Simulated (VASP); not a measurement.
Computed with r2SCAN+rVV10, VASP's PBE PAW potentials (set 64) (plane waves; VASP).

A VASP calculation is set up with these files.

### POSCAR
```
WC
1
    2.9127526604     0.0000000000    -0.0000000000
   -1.4563763302     2.5225180801     0.0000000000
    0.0000000000     0.0000000000     2.8379123308
W C
1 1
Direct
  0.0000000000   1.0000000000   0.0000000000
  0.6666670000   0.3333330000   0.5000000000
```

INCAR:
```
LMIXTAU = T
CPARAM = 0.0093
LUSE_VDW = T
ISIF = 2   ! forces and stress, cell fixed
PREC = Accurate
NEDOS = 601   ! DOS grid
LCHARG = F
BPARAM = 11.95
LMAXMIX = 6
ENCUT = 520
METAGGA = R2SCAN
LORBIT = 11
NELM = 100
EDIFF = 1E-7   ! SCF stop (eV)
ALGO = Normal
LREAL = F
SYSTEM = WC
LASPH = T   ! aspherical one-centre terms
LWAVE = F
ISMEAR = -5
```

File KPOINTS_OPT:
```
k-points along high-symmetry lines
6
Line-mode
Reciprocal
  0.000000   0.000000   0.000000 ! GAMMA
  0.500000   0.000000   0.000000 ! M

  0.500000   0.000000   0.000000 ! M
  0.333333   0.333333   0.000000 ! K

  0.333333   0.333333   0.000000 ! K
  0.000000   0.000000   0.000000 ! GAMMA

  0.000000   0.000000   0.000000 ! GAMMA
  0.000000   0.000000   0.500000 ! A

  0.000000   0.000000   0.500000 ! A
  0.500000   0.000000   0.500000 ! L

  0.500000   0.000000   0.500000 ! L
  0.333333   0.333333   0.500000 ! H

  0.333333   0.333333   0.500000 ! H
  0.000000   0.000000   0.500000 ! A

  0.500000   0.000000   0.500000 ! L
  0.500000   0.000000   0.000000 ! M

  0.333333   0.333333   0.500000 ! H
  0.333333   0.333333   0.000000 ! K
```

KPOINTS:
```
Automatic mesh
0
Gamma
16 16 14
0 0 0
```

POTCAR, in this order: W_sv C (PBE.64 set). Program: vasp_std.

What VASP printed:

OUTCAR:
```
 ion  position               nearest neighbor table
   1  0.000  0.000  0.000-   2 2.20   2 2.20   2 2.20   2 2.20   2 2.20   2 2.20
   2  0.667  0.333  0.500-   1 2.20   1 2.20   1 2.20   1 2.20   1 2.20   1 2.20
  LATTYP: Found a hexagonal cell.
 ALAT       =     2.9127526604
 C/A-ratio  =     0.9743059785
 Subroutine PRICEL returns:
 Original cell was already a primitive cell.
 Subroutine GETGRP returns: Found 12 space group operations
The static configuration has the point symmetry D_3h.
The dynamic configuration has the point symmetry D_3h.
 Subroutine INISYM returns: Found 12 space group operations
 Subroutine IBZKPT returns following result:
 Found    240 irreducible k-points:

 Following reciprocal coordinates:
            Coordinates               Weight
  0.000000  0.000000  0.000000      1.000000
  0.062500 -0.000000  0.000000      6.000000
  0.125000 -0.000000  0.000000      6.000000
  0.187500 -0.000000  0.000000      6.000000
  0.250000 -0.000000  0.000000      6.000000
  0.312500 -0.000000  0.000000      6.000000
  0.375000 -0.000000  0.000000      6.000000
  0.437500  0.000000  0.000000      6.000000
  0.500000 -0.000000  0.000000      3.000000
  0.062500  0.062500  0.000000      6.000000
  0.125000  0.062500  0.000000     12.000000
  0.187500  0.062500  0.000000     12.000000
  0.250000  0.062500  0.000000     12.000000
  0.312500  0.062500  0.000000     12.000000
  0.375000  0.062500  0.000000     12.000000
  0.437500  0.062500  0.000000     12.000000
  0.125000  0.125000  0.000000      6.000000
  0.187500  0.125000  0.000000     12.000000
  0.250000  0.125000  0.000000     12.000000
  0.312500  0.125000  0.000000     12.000000
  0.375000  0.125000  0.000000     12.000000
  0.437500  0.125000  0.000000      6.000000
  0.187500  0.187500  0.000000      6.000000
  0.250000  0.187500  0.000000     12.000000
  0.312500  0.187500  0.000000     12.000000
  0.375000  0.187500  0.000000     12.000000
  0.250000  0.250000  0.000000      6.000000
  0.312500  0.250000  0.000000     12.000000
  0.375000  0.250000  0.000000      6.000000
  0.312500  0.312500  0.000000      6.000000
  0.000000  0.000000  0.071429      2.000000
  0.062500 -0.000000  0.071429     12.000000
  0.125000 -0.000000  0.071429     12.000000
  0.187500 -0.000000  0.071429     12.000000
  0.250000 -0.000000  0.071429     12.000000
  0.312500 -0.000000  0.071429     12.000000
  0.375000 -0.000000  0.071429     12.000000
  0.437500  0.000000  0.071429     12.000000
  0.500000 -0.000000  0.071429      6.000000
  0.062500  0.062500  0.071429     12.000000
   k-points           NKPTS =    240   k-points in BZ     NKDIM =    240   number of bands    NBANDS=     13
   number of dos      NEDOS =    601   number of ions     NIONS =      2
   total plane-waves  NPLWV =  13824
   dimension x,y,z NGX =    24 NGY =   24 NGZ =   24
   dimension x,y,z NGXF=    48 NGYF=   48 NGZF=   48
   ions per type =               1   1
   PREC   = accura    normal or accurate (medium, high low for compatibility)
   ISTART =      0    job   : 0-new  1-cont  2-samecut
   ICHARG =      2    charge: 1-file 2-atom 10-const
   ISPIN  =      1    spin polarized calculation?
   LNONCOLLINEAR =      F non collinear calculations
   LSORBIT =      F    spin-orbit coupling
   INIWAV =      1    electr: 0-lowe 1-rand  2-diag
   ENCUT  =  520.0 eV  38.22 Ry    6.18 a.u.   5.42  5.42  5.28*2*pi/ulx,y,z
   NELM   =    100;   NELMIN=  2; NELMDL= -5     # of ELM steps
   EDIFF  = 0.1E-06   stopping-criterion for ELM
   LREAL  =      F    real-space projection
   NLSPLINE    = F    spline interpolate recip. space projectors
...
```

OSZICAR:
```
       N       E                     dE             d eps       ncg     rms          rms(c)
DAV:   1     0.722753587715E+02    0.72275E+02   -0.10105E+04  6264   0.159E+03
DAV:   2    -0.644946245205E+02   -0.13677E+03   -0.13385E+03  7195   0.394E+02
DAV:   3    -0.684838891523E+02   -0.39893E+01   -0.39506E+01  7552   0.624E+01
DAV:   4    -0.685218349807E+02   -0.37946E-01   -0.37915E-01  6965   0.647E+00
DAV:   5    -0.685221570598E+02   -0.32208E-03   -0.32199E-03  7295   0.604E-01    0.341E+01
DAV:   6    -0.610387448157E+02    0.74834E+01   -0.89359E+00  6935   0.375E+01    0.627E+00
DAV:   7    -0.612990025503E+02   -0.26026E+00   -0.41060E-01  6425   0.711E+00    0.500E+00
DAV:   8    -0.612450238616E+02    0.53979E-01   -0.20456E-01  6390   0.528E+00    0.106E+00
DAV:   9    -0.613725554153E+02   -0.12753E+00   -0.12476E-01  6405   0.347E+00    0.696E-01
DAV:  10    -0.613779266687E+02   -0.53713E-02   -0.44211E-03  6655   0.633E-01    0.461E-01
DAV:  11    -0.613782468386E+02   -0.32017E-03   -0.19888E-03  7275   0.337E-01    0.314E-01
DAV:  12    -0.613783186783E+02   -0.71840E-04   -0.20417E-03  7170   0.363E-01    0.105E-01
DAV:  13    -0.613783367917E+02   -0.18113E-04   -0.65056E-05  6470   0.876E-02    0.991E-02
DAV:  14    -0.613783992431E+02   -0.62451E-04   -0.69248E-05  7150   0.660E-02    0.289E-02
DAV:  15    -0.613784451381E+02   -0.45895E-04   -0.64088E-05  6400   0.751E-02    0.932E-03
DAV:  16    -0.613784444680E+02    0.67014E-06   -0.13224E-06  7420   0.116E-02    0.936E-03
DAV:  17    -0.613784445720E+02   -0.10407E-06   -0.24518E-08  3220   0.165E-03    0.827E-03
DAV:  18    -0.613784445733E+02   -0.12997E-08   -0.29475E-07  5450   0.466E-03
   1 F= -.61378445E+02 E0= -.61378445E+02  d E =0.000000E+00
       N       E                     dE             ncg
```

**OUTCAR**
```
------------------------ aborting loop because EDIFF is reached ----------------------------------------
  FORCE on cell =-STRESS in cart. coord.  units (eV):
  Direction    XX          YY          ZZ          XY          YZ          ZX
  --------------------------------------------------------------------------------------
  Total       -0.0004064     -0.0004064      0.0383047      0.0000000      0.0000000      0.0000000
  in kB       -0.0312305     -0.0312305      2.9432417      0.0000000      0.0000000      0.0000000
  external PRESSURE =       0.9602603 kB  Pullay stress =       0.0000000 kB
  volume of cell :       20.85
      direct lattice vectors                 reciprocal lattice vectors
     2.912752660  0.000000000  0.000000000     0.343317857  0.198214635  0.000000000
    -1.456376330  2.522518080  0.000000000     0.000000000  0.396429270  0.000000000
     0.000000000  0.000000000  2.837912331     0.000000000  0.000000000  0.352371703
 POSITION                                       TOTAL-FORCE (eV/Angst)
 -----------------------------------------------------------------------------------
      0.00000      0.00000      0.00000        -0.000000      0.000000      0.000000
      1.45638      0.84084      1.41896         0.000000     -0.000000      0.000000
 -----------------------------------------------------------------------------------
    total drift:                               -0.000335      0.000194      0.000000
  FREE ENERGIE OF THE ION-ELECTRON SYSTEM (eV)
  ---------------------------------------------------
  free  energy   TOTEN  =       -61.3784445733 eV

  energy  without entropy=      -61.3784445733  energy(sigma->0) =      -61.37844457

 total charge

# of ion       s       p       d       tot
------------------------------------------
    1        2.340   6.429   3.369  12.138
    2        0.869   1.569   0.000   2.438
--------------------------------------------------
tot          3.210   7.998   3.369  14.576
```
(Selected blocks of OUTCAR.)

For a metal the tetrahedron method with Blöchl corrections gives inexact stress and forces.

The structure comes from a measured WC entry (P-6m2) of the Crystallography Open Database, whose conditions weren't checked. It was relaxed first.
